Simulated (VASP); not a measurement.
Crystal: Sn2Bi2O.

```
CELL_PARAMETERS angstrom
3.90000 0.00000 0.00000
0.00000 3.90000 0.00000
0.00000 0.00000 16.00000
ATOMIC_POSITIONS crystal
Sn 0.00000 0.50000 0.92800
Sn 0.50000 0.00000 0.07200
Sn 0.50000 0.50000 0.50000
Sn 0.00000 0.00000 0.50000
Bi 0.50000 0.00000 0.64000
Bi 0.50000 0.00000 0.82000
Bi 0.00000 0.50000 0.36000
Bi 0.00000 0.50000 0.18000
O 0.50000 0.50000 0.00000
O 0.00000 0.00000 0.00000
```

The cell was built by a generator and needn't be a form met in nature.

```yaml
Program: VASP 6.6.1
Task: relaxation of cell and atoms
Functional: PBE
Potentials_or_basis: VASP PAW PBE potentials, release 64 (Sn_d, Bi_d, O)
Cutoff: 520 eV
k_mesh: 4 × 4 × 1
Occupations: gaussian, width 0.15 eV
Spin: no spin polarisation
```

At the start: pressure 12.9 GPa; volume 24.34 Å³/atom.

**Question.** Where does the relaxation end?

**Answer.** Over 18 steps the energy falls by 268.3 meV/atom and the volume is 28.77 Å³/atom (+18.2 %); space group P4/nmm (No. 129, to 0.05 Å).

The path:
```csv
step,energy change (eV),largest force (eV/Å),pressure (GPa),volume (Å³)
1,0.0000,2.3777,12.89,243.36
2,-1.3392,2.1704,-4.66,318.88
3,-1.7938,1.5391,-0.58,288.97
4,-2.1192,1.0106,-0.43,289.42
5,-2.4880,1.3287,1.00,290.30
6,-2.5243,0.6100,0.49,290.12
7,-2.6298,0.5065,-0.63,295.09
8,-2.6363,0.5268,-0.53,294.13
9,-2.6724,0.2383,0.03,289.46
10,-2.6687,0.2182,0.49,285.12
11,-2.6750,0.1508,0.37,287.53
12,-2.6763,0.2163,-0.34,290.11
13,-2.6786,0.1576,-0.17,288.91
14,-2.6819,0.1025,-0.09,288.43
15,-2.6821,0.1127,0.06,288.36
16,-2.6819,0.1715,0.17,288.41
17,-2.6821,0.1084,-0.07,288.38
18,-2.6830,0.0603,0.18,287.70
```

Final structure:
```
CELL_PARAMETERS angstrom
3.93635 0.00000 0.00000
0.00000 3.93635 0.00000
0.00000 0.00000 18.56740
ATOMIC_POSITIONS crystal
Sn 0.00000 0.50000 0.93786
Sn 0.50000 0.00000 0.06214
Sn 0.50000 0.50000 0.50000
Sn 0.00000 0.00000 0.50000
Bi 0.50000 0.00000 0.65421
Bi 0.50000 0.00000 0.81430
Bi 0.00000 0.50000 0.34579
Bi 0.00000 0.50000 0.18570
O 0.50000 0.50000 0.00000
O 0.00000 0.00000 0.00000
```

Caveat: the k mesh is coarse (spacing up to 0.40 Å⁻¹), so the values aren't converged; the volume moved by over 15 % at a fixed basis, so the end points are rough; the relaxation stopped at a loose force limit of 0.08 eV/Å, so its end isn't a converged minimum.
